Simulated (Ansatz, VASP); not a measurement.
# Cross-check of MoS2 between VASP and Ansatz

Wanted: the spread between two codes on one cell, functional and k mesh. The cell is taken from a series of runs on this material, whose earlier steps may have relaxed, scaled, displaced or heated it; both programs get it as it stands.

Calculated with Ansatz 0.2.0; plane waves, with VASP 6.6.1 beside it; zone-centre phonons at PBE with D3(BJ).

### Step 1. Set-up

The structure is hexagonal, space group P6_3/mmc (No. 194). The conventional cell has a = 3.149 Å, b = 3.149 Å, c = 12.089 Å, α = 90.00°, β = 90.00°, γ = 120.00°. Nearest to Mo lie 6 S at 2.40 Å. S has 3 Mo at 2.40 Å nearest. Farther neighbours and most contacts between anions are not listed.

As a file:

```xyz
6
Lattice="3.1493 0.0000 0.0000 -1.5747 2.7274 0.0000 0.0000 0.0000 12.0893" Properties=species:S:1:pos:R:3 pbc="T T T"
Mo    0.0000    1.8183    3.0223
Mo    1.5747    0.9091    9.0670
S     0.0000    1.8183    7.5011
S     1.5747    0.9091    1.4565
S     0.0000    1.8183   10.6328
S     1.5747    0.9091    4.5882
```

### Step 2. VASP: zone-centre phonons, PBE with D3(BJ)

Second derivatives magnify differences that forces hide, and they need a tight electronic threshold.

Lines of VASP's logs that name or quote its potential files are left out, and so is its time.

INCAR

```
SYSTEM = MoS2
PREC = Accurate
ENCUT = 500
EDIFF = 1E-08
NELM = 120
ISMEAR = 0
SIGMA = 0.01
LREAL = .FALSE.
ALGO = Normal
GGA = PE
IVDW = 12
NBANDS = 32
LASPH = .TRUE.
LORBIT = 11
LWAVE = .FALSE.
LCHARG = .FALSE.
ISIF = 2
IBRION = 6
NFREE = 2
POTIM = 0.015
NSW = 1
GGA_COMPAT = .FALSE.
EFERMI = MIDGAP
KPAR = 2
```

POSCAR

```
MoS2
1.0
    3.1493488698      0.0000000000      0.0000000000
   -1.5746744349      2.7274161266      0.0000000000
    0.0000000000      0.0000000000     12.0893232366
Mo S
2 4
Direct
    0.3333333334      0.6666666668      0.2500000000
    0.6666666668      0.3333333334      0.7500000000
    0.3333333334      0.6666666668      0.6204761128
    0.6666666668      0.3333333334      0.1204761128
    0.3333333334      0.6666666668      0.8795238872
    0.6666666668      0.3333333334      0.3795238872
```

KPOINTS

```
Automatic mesh
0
Gamma
9 9 2
0 0 0
```

Potentials, in the order of the species: Mo_sv and S (PBE family, release 64).

Run with:

```console
$ mpirun -np 2 vasp_std
```

Numbers of over 12 decimals in the logs are rounded to 6 here.

The program printed:

```text
[banner, memory and clock lines left out]
running    2 mpi-ranks, on    1 nodes
 distrk:  each k-point on    1 cores,    2 groups
 distr:  one band on    1 cores,    1 groups

 POSCAR found type information on POSCAR MoS
 POSCAR found :  2 types and       6 ions
 LDA part: xc-table for (Slater+PW92), standard interpolation
 POSCAR, INCAR and KPOINTS ok, starting setup
 FFT: planning ... GRIDC
 FFT: planning ... GRID_SOFT
 FFT: planning ... GRID
 WAVECAR not read
 entering main loop
       N       E                     dE             d eps       ncg     rms          rms(c)
DAV:   1     0.445499401441E+03    0.44550E+03   -0.29151E+04  1728   0.150E+03
DAV:   2    -0.219246606561E+02   -0.46742E+03   -0.45544E+03  1864   0.389E+02
DAV:   3    -0.459314737865E+02   -0.24007E+02   -0.23787E+02  2000   0.775E+01
DAV:   4    -0.464121312715E+02   -0.48066E+00   -0.47958E+00  1856   0.109E+01
DAV:   5    -0.464252490603E+02   -0.13118E-01   -0.13109E-01  1992   0.168E+00    0.348E+01
DAV:   6    -0.442999109103E+02    0.21253E+01   -0.19547E+01  1680   0.243E+01    0.133E+01
DAV:   7    -0.438943377065E+02    0.40557E+00   -0.88409E+00  1704   0.156E+01    0.832E+00
DAV:   8    -0.435407711077E+02    0.35357E+00   -0.14561E+00  1960   0.687E+00    0.301E+00
DAV:   9    -0.435537648749E+02   -0.12994E-01   -0.13934E-01  1992   0.184E+00    0.139E+00
DAV:  10    -0.435445451288E+02    0.92197E-02   -0.62740E-02  1904   0.145E+00    0.343E-01
DAV:  11    -0.435445459155E+02   -0.78665E-06   -0.24297E-03  1920   0.284E-01    0.208E-01
DAV:  12    -0.435444221085E+02    0.12381E-03   -0.56875E-04  1968   0.125E-01    0.848E-02
DAV:  13    -0.435444267711E+02   -0.46627E-05   -0.13365E-04  1992   0.604E-02    0.940E-03
DAV:  14    -0.435444296837E+02   -0.29126E-05   -0.89901E-06  1872   0.165E-02    0.150E-02
DAV:  15    -0.435444300692E+02   -0.38555E-06   -0.16092E-06  1800   0.696E-03    0.489E-03
DAV:  16    -0.435444299433E+02    0.12599E-06   -0.98021E-07  1960   0.557E-03    0.138E-03
DAV:  17    -0.435444300030E+02   -0.59774E-07   -0.49784E-08  1656   0.137E-03    0.854E-04
DAV:  18    -0.435444299772E+02    0.25831E-07   -0.29548E-09  1256   0.285E-04    0.535E-04
DAV:  19    -0.435444299657E+02    0.11449E-07   -0.17706E-09  1120   0.195E-04    0.192E-04
DAV:  20    -0.435444299633E+02    0.24302E-08   -0.38594E-10  1096   0.826E-05
   1 F= -.46169621E+02 E0= -.46169621E+02  d E =0.000000E+00
[... from here on, the cycles between the ionic steps are left out ...]
   2 F= -.46167324E+02 E0= -.46167324E+02  d E =0.000000E+00
   3 F= -.46167324E+02 E0= -.46167324E+02  d E =0.000000E+00
   4 F= -.46166187E+02 E0= -.46166187E+02  d E =0.000000E+00
   5 F= -.46166187E+02 E0= -.46166187E+02  d E =0.000000E+00
   6 F= -.46168516E+02 E0= -.46168516E+02  d E =0.000000E+00
   7 F= -.46168516E+02 E0= -.46168516E+02  d E =0.000000E+00
   8 F= -.46167853E+02 E0= -.46167853E+02  d E =0.000000E+00
 Finite differences progress:
  Degree of freedom:   4/  4
  Displacement:        1/  2
  Total:               7/  8
 bond charge predicted
       N       E                     dE             d eps       ncg     rms          rms(c)
DAV:   1    -0.435394306257E+02    0.33139E-02   -0.10233E+00  1560   0.356E+00    0.787E-01
DAV:   2    -0.435422772031E+02   -0.28466E-02   -0.34513E-02  1904   0.798E-01    0.322E-01
DAV:   3    -0.435422098730E+02    0.67330E-04   -0.52031E-04  1736   0.124E-01    0.200E-01
DAV:   4    -0.435421844408E+02    0.25432E-04   -0.35720E-04  1848   0.815E-02    0.242E-02
DAV:   5    -0.435421751080E+02    0.93328E-05   -0.60875E-05  1808   0.414E-02    0.277E-02
DAV:   6    -0.435421739656E+02    0.11424E-05   -0.95268E-06  1888   0.140E-02    0.202E-02
DAV:   7    -0.435421737312E+02    0.23439E-06   -0.18028E-06  1816   0.731E-03    0.116E-02
DAV:   8    -0.435421737434E+02   -0.12207E-07   -0.10110E-06  1928   0.497E-03    0.167E-03
DAV:   9    -0.435421737077E+02    0.35653E-07   -0.15838E-07  1648   0.181E-03    0.943E-04
DAV:  10    -0.435421737084E+02   -0.69485E-09   -0.12555E-08  1224   0.574E-04
   9 F= -.46167452E+02 E0= -.46167452E+02  d E =0.000000E+00
 Finite differences progress:
  Degree of freedom:   4/  4
  Displacement:        2/  2
  Total:               8/  8
```

Parts of OUTCAR (step 2):

```text
ion  position               nearest neighbor table
   1  0.333  0.667  0.250-   4 2.40   6 2.40   4 2.40   6 2.40   4 2.40   6 2.40
   2  0.667  0.333  0.750-   3 2.40   5 2.40   3 2.40   5 2.40   3 2.40   5 2.40
   3  0.333  0.667  0.620-   2 2.40   2 2.40   2 2.40
   4  0.667  0.333  0.120-   1 2.40   1 2.40   1 2.40
   5  0.333  0.667  0.880-   2 2.40   2 2.40   2 2.40
   6  0.667  0.333  0.380-   1 2.40   1 2.40   1 2.40

  LATTYP: Found a hexagonal cell.
 ALAT       =     3.1493488698
 C/A-ratio  =     3.8386738772

 Subroutine GETGRP returns: Found 24 space group operations
 (whereof 12 operations were pure point group operations)

The static configuration has the point symmetry D_3d.
 The point group associated with its full space group is D_6h.

 Found     24 irreducible k-points:

   k-points           NKPTS =     24   k-points in BZ     NKDIM =     24   number of bands    NBANDS=     32

   dimension x,y,z NGX =    24 NGY =   24 NGZ =   90
   dimension x,y,z NGXF=    48 NGYF=   48 NGZF=  180

   ENCUT  =  500.0 eV  36.75 Ry    6.06 a.u.   5.74  5.74 22.04*2*pi/ulx,y,z

   NELECT =      52.0000    total number of electrons

 k-points in reciprocal lattice and weights: Automatic mesh
   0.00000000  0.00000000  0.00000000       0.006
   0.11111111 -0.00000000  0.00000000       0.037
   0.22222222  0.00000000  0.00000000       0.037
   0.33333333 -0.00000000  0.00000000       0.037
   0.44444444  0.00000000  0.00000000       0.037
   0.11111111  0.11111111  0.00000000       0.037
   0.22222222  0.11111111  0.00000000       0.074
   0.33333333  0.11111111  0.00000000       0.074
   0.44444444  0.11111111  0.00000000       0.037
[...]
0.33333333  0.22222222  0.50000000       0.074
   0.33333333  0.33333333  0.50000000       0.012

 Edisp (eV)   -2.62511

 average (electrostatic) potential at core
       1 -74.3240       2 -74.3236       3 -84.0722       4 -84.0823       5 -84.0749
       6 -84.0845

 E-fermi :   8.3780

 k-point     1 :       0.0000    0.0000    0.0000
  band No.  band energies     occupation
    ...
     22       5.8247      2.00000
     23       5.8247      2.00000
     24       6.6608      2.00000
     25       6.8449      2.00000
     26       7.9390      2.00000
     27      10.0370      0.00000
     28      10.0370      0.00000
     29      10.0741      0.00000
     30      10.0741      0.00000
     31      10.1704      0.00000
    ...

 k-point     2 :       0.1111   -0.0000    0.0000
  band No.  band energies     occupation
    ...
     22       5.5414      2.00000
     23       5.8910      2.00000
     24       6.6833      2.00000
     25       6.9497      2.00000
     26       7.5423      2.00000
     27       9.8179      0.00000
     28       9.8696      0.00000
     29       9.9450      0.00000
     30       9.9800      0.00000
     31      10.0633      0.00000
    ...

 k-point     3 :       0.2222    0.0000    0.0000
  band No.  band energies     occupation
    ...
     22       5.4077      2.00000
     23       5.6635      2.00000
     24       6.4612      2.00000
     25       6.5126      2.00000
     26       6.6511      2.00000
     27       9.1423      0.00000
     28       9.5623      0.00000
     29       9.8442      0.00000
     30       9.9157      0.00000
     31       9.9977      0.00000
    ...

  FREE ENERGIE OF THE ION-ELECTRON SYSTEM (eV)
  ---------------------------------------------------
  free  energy   TOTEN  =       -46.1674521897 eV

  energy  without entropy=      -46.1674521897  energy(sigma->0) =      -46.16745219

 Eigenvectors and eigenvalues of the dynamical matrix
 ----------------------------------------------------

   1 f  =   14.046826 THz    88.258809 2PiTHz  468.551672 cm-1    58.092977 meV
             X         Y         Z           dx          dy          dz
      0.000000  1.818277  3.022331    -0.000000   -0.000000   -0.439272
      1.574674  0.909139  9.066992    -0.000000   -0.000000    0.439272
      0.000000  1.818277  7.501136     0.000000    0.000000   -0.391816
      1.574674  0.909139  1.456475     0.000000    0.000000    0.391816
      0.000000  1.818277 10.632849     0.000000    0.000000   -0.391816
      1.574674  0.909139  4.588187     0.000000    0.000000    0.391816

   2 f  =   13.880321 THz    87.212628 2PiTHz  462.997667 cm-1    57.404369 meV
             X         Y         Z           dx          dy          dz
      0.000000  1.818277  3.022331     0.000000    0.000000    0.447576
      1.574674  0.909139  9.066992    -0.000000   -0.000000    0.447576
      0.000000  1.818277  7.501136     0.000000    0.000000   -0.387089
      1.574674  0.909139  1.456475    -0.000000   -0.000000   -0.387089
      0.000000  1.818277 10.632849     0.000000    0.000000   -0.387089
      1.574674  0.909139  4.588187    -0.000000   -0.000000   -0.387089

   3 f  =   12.285087 THz    77.189477 2PiTHz  409.786386 cm-1    50.807014 meV
             X         Y         Z           dx          dy          dz
      0.000000  1.818277  3.022331     0.000000    0.000000    0.000000
      1.574674  0.909139  9.066992    -0.000000   -0.000000   -0.000000
      0.000000  1.818277  7.501136     0.000000    0.000000   -0.500000
      1.574674  0.909139  1.456475    -0.000000   -0.000000   -0.500000
      0.000000  1.818277 10.632849     0.000000    0.000000    0.500000
      1.574674  0.909139  4.588187    -0.000000   -0.000000    0.500000

   4 f  =   12.015269 THz    75.494159 2PiTHz  400.786219 cm-1    49.691136 meV
             X         Y         Z           dx          dy          dz
      0.000000  1.818277  3.022331     0.000000    0.000000    0.000000
      1.574674  0.909139  9.066992     0.000000    0.000000    0.000000
      0.000000  1.818277  7.501136    -0.000000   -0.000000    0.500000
      1.574674  0.909139  1.456475    -0.000000   -0.000000   -0.500000
      0.000000  1.818277 10.632849    -0.000000   -0.000000   -0.500000
      1.574674  0.909139  4.588187    -0.000000   -0.000000    0.500000

   5 f  =   11.382994 THz    71.521461 2PiTHz  379.695813 cm-1    47.076260 meV
             X         Y         Z           dx          dy          dz
      0.000000  1.818277  3.022331    -0.447540   -0.000002    0.000000
      1.574674  0.909139  9.066992    -0.447540   -0.000002   -0.000000
      0.000000  1.818277  7.501136     0.387110    0.000002    0.000000
      1.574674  0.909139  1.456475     0.387110    0.000002   -0.000000
      0.000000  1.818277 10.632849     0.387110    0.000002   -0.000000
      1.574674  0.909139  4.588187     0.387110    0.000002    0.000000

   6 f  =   11.382994 THz    71.521461 2PiTHz  379.695813 cm-1    47.076260 meV
             X         Y         Z           dx          dy          dz
      0.000000  1.818277  3.022331    -0.000002    0.447540   -0.000000
      1.574674  0.909139  9.066992    -0.000002    0.447540    0.000000
      0.000000  1.818277  7.501136     0.000002   -0.387110   -0.000000
      1.574674  0.909139  1.456475     0.000002   -0.387110    0.000000
      0.000000  1.818277 10.632849     0.000002   -0.387110    0.000000
      1.574674  0.909139  4.588187     0.000002   -0.387110   -0.000000

   7 f  =   11.376211 THz    71.478842 2PiTHz  379.469553 cm-1    47.048207 meV
             X         Y         Z           dx          dy          dz
      0.000000  1.818277  3.022331    -0.445615   -0.000002    0.000000
      1.574674  0.909139  9.066992     0.445615    0.000002    0.000000
      0.000000  1.818277  7.501136    -0.388218   -0.000002   -0.000000
      1.574674  0.909139  1.456475     0.388218    0.000002   -0.000000
      0.000000  1.818277 10.632849    -0.388218   -0.000002    0.000000
      1.574674  0.909139  4.588187     0.388218    0.000002    0.000000

   8 f  =   11.376211 THz    71.478842 2PiTHz  379.469553 cm-1    47.048207 meV
             X         Y         Z           dx          dy          dz
      0.000000  1.818277  3.022331     0.000002   -0.445615    0.000000
      1.574674  0.909139  9.066992    -0.000002    0.445615    0.000000
      0.000000  1.818277  7.501136     0.000002   -0.388218   -0.000000
      1.574674  0.909139  1.456475    -0.000002    0.388218   -0.000000
      0.000000  1.818277 10.632849     0.000002   -0.388218    0.000000
      1.574674  0.909139  4.588187    -0.000002    0.388218    0.000000

   9 f  =    8.513383 THz    53.491160 2PiTHz  283.975875 cm-1    35.208505 meV
             X         Y         Z           dx          dy          dz
      0.000000  1.818277  3.022331     0.000000    0.000000   -0.000000
      1.574674  0.909139  9.066992    -0.000000    0.000000   -0.000000
      0.000000  1.818277  7.501136     0.500000    0.000000   -0.000000
      1.574674  0.909139  1.456475     0.500000    0.000000   -0.000000
      0.000000  1.818277 10.632849    -0.500000   -0.000000    0.000000
      1.574674  0.909139  4.588187    -0.500000   -0.000000   -0.000000

  10 f  =    8.513383 THz    53.491160 2PiTHz  283.975875 cm-1    35.208505 meV
             X         Y         Z           dx          dy          dz
      0.000000  1.818277  3.022331     0.000000    0.000000    0.000000
      1.574674  0.909139  9.066992     0.000000   -0.000000    0.000000
      0.000000  1.818277  7.501136    -0.000000    0.500000    0.000000
      1.574674  0.909139  1.456475    -0.000000    0.500000    0.000000
      0.000000  1.818277 10.632849     0.000000   -0.500000    0.000000
      1.574674  0.909139  4.588187     0.000000   -0.500000    0.000000

  11 f  =    8.419675 THz    52.902378 2PiTHz  280.850128 cm-1    34.820962 meV
             X         Y         Z           dx          dy          dz
      0.000000  1.818277  3.022331    -0.000000   -0.000000   -0.000000
      1.574674  0.909139  9.066992    -0.000000    0.000000   -0.000000
      0.000000  1.818277  7.501136     0.500000   -0.000000   -0.000000
      1.574674  0.909139  1.456475    -0.500000    0.000000   -0.000000
      0.000000  1.818277 10.632849    -0.500000    0.000000    0.000000
      1.574674  0.909139  4.588187     0.500000   -0.000000    0.000000

  12 f  =    8.419675 THz    52.902378 2PiTHz  280.850128 cm-1    34.820962 meV
             X         Y         Z           dx          dy          dz
      0.000000  1.818277  3.022331     0.000000   -0.000000   -0.000000
      1.574674  0.909139  9.066992    -0.000000    0.000000   -0.000000
      0.000000  1.818277  7.501136    -0.000000   -0.500000   -0.000000
      1.574674  0.909139  1.456475     0.000000    0.500000    0.000000
      0.000000  1.818277 10.632849     0.000000    0.500000   -0.000000
      1.574674  0.909139  4.588187    -0.000000   -0.500000   -0.000000

  13 f  =    1.877183 THz    11.794687 2PiTHz   62.616075 cm-1     7.763400 meV
             X         Y         Z           dx          dy          dz
      0.000000  1.818277  3.022331     0.000000    0.000000    0.554112
      1.574674  0.909139  9.066992     0.000000   -0.000000   -0.554112
      0.000000  1.818277  7.501136     0.000000   -0.000000   -0.310612
      1.574674  0.909139  1.456475     0.000000    0.000000    0.310612
      0.000000  1.818277 10.632849     0.000000   -0.000000   -0.310612
      1.574674  0.909139  4.588187     0.000000    0.000000    0.310612
    [... 42 further lines ...]
      1.574674  0.909139  1.456475    -0.093180   -0.302429    0.000000
      0.000000  1.818277 10.632849    -0.093180   -0.302429    0.000000
      1.574674  0.909139  4.588187    -0.093180   -0.302429    0.000000

 ELASTIC MODULI CONTR FROM IONIC RELAXATION (kBar)
 Direction    XX          YY          ZZ          XY          YZ          ZX
 --------------------------------------------------------------------------------
 XX        -384.3990   -244.2715   -874.5360     -0.0000      0.0000      0.0000
 YY        -244.2715   -384.3990   -874.5360      0.0000      0.0000     -0.0000
 ZZ        -874.5360   -874.5360  -2433.1134      0.0000      0.0000      0.0000
 XY          -0.0000      0.0000      0.0000    -70.0637     -0.0000     -0.0000
 YZ          -0.0000     -0.0000      0.0000     -0.0000  -1278.4388      0.0000
 ZX           0.0000     -0.0000      0.0000     -0.0000      0.0000  -1278.4383
 --------------------------------------------------------------------------------

 total charge
# of ion       s       p       d       tot
------------------------------------------
    1        2.293   6.224   3.961  12.477
    2        2.293   6.224   3.961  12.477
    3        1.366   2.342   0.000   3.707
    4        1.366   2.342   0.000   3.707
    5        1.366   2.342   0.000   3.707
    6        1.366   2.342   0.000   3.707
--------------------------------------------------
tot         10.049  21.813   7.921  39.784

[... 3 further parts left out ...]
```

The last energy, forces, stress and levels in OUTCAR belong to the last displaced cell, not to the cell of POSCAR.

Levels, forces or a CONTCAR printed for this step are those of its last displaced cell, not of the structure at rest.

(Part 1 of 2 ends here.)

[Lines on the potential files, build, host, timing and source positions are cut from VASP's logs without a mark.]

[Logs are printed without paths, hosts, clocks, repeated set-up lines and the standing remarks that a program may print on its own settings, such as how far it seeks lower states.]

[Hosts, paths, dates, database ids (printed as entryN), source tags and the programs' standing remarks are cut or masked in the printed files.]
